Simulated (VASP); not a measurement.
**Na4SrCaSi2 under changes of volume**

One of the cells (26.608 Å³/atom); the others are scaled copies at fixed shape and fractional positions:

```
Sr Ca Si Na
1.0
     5.33424    0.00000    0.00000
     0.00000    5.33424    0.00000
     0.00000    0.00000    7.48093
Sr Ca Si Na
1 1 2 4
Direct
  0.00000 0.00000 0.00000
  0.50000 0.50000 0.50000
  0.00000 0.50000 0.25768
  0.50000 0.00000 0.74232
  0.00000 0.00000 0.50000
  0.50000 0.50000 0.00000
  0.00000 0.50000 0.74312
  0.50000 0.00000 0.25688
```

The cell comes from a database or a generator and needn't be the stable form of this composition.

```yaml
Program: VASP 6.6.1
Functional: PBE
Potentials_or_basis: VASP PAW PBE potentials, release 64 (Sr_sv, Ca_sv, Si, Na_pv)
Cutoff: 520 eV
k_mesh: 5 × 5 × 4
Occupations: fermi-dirac, width 0.05 eV
Spin: no spin polarisation
```

```tsv
volume (Å³/atom)	energy over the lowest point (meV/atom)	pressure (GPa)	largest force (eV/Å)
24.521	8.36	1.9	0.099
25.043	3.33	1.2	0.103
25.564	0.39	0.6	0.104
26.608	0.00	-0.5	0.106
27.130	2.19	-0.9	0.107
27.651	?	?	?
```

Task: What does the run at 27.651 Å³/atom give?

Result: Energy over the lowest point 5.77 meV/atom; pressure -1.3 GPa; largest force 0.109 eV/Å.

Worked out: A Birch-Murnaghan fit of order 3 (a polynomial in V^(-2/3)) to the other rows has its minimum at 26.14 Å³/atom with B0 = V·E''(V) = 26 GPa and B' = 4.2 at fixed shape and positions, which overstates the stiffness. It gives 5.76 meV/atom at 27.651 Å³/atom, against the run's 5.77, and -dE/dV = -1.3 GPa, against -1.3.

Energies are extrapolated to zero smearing.
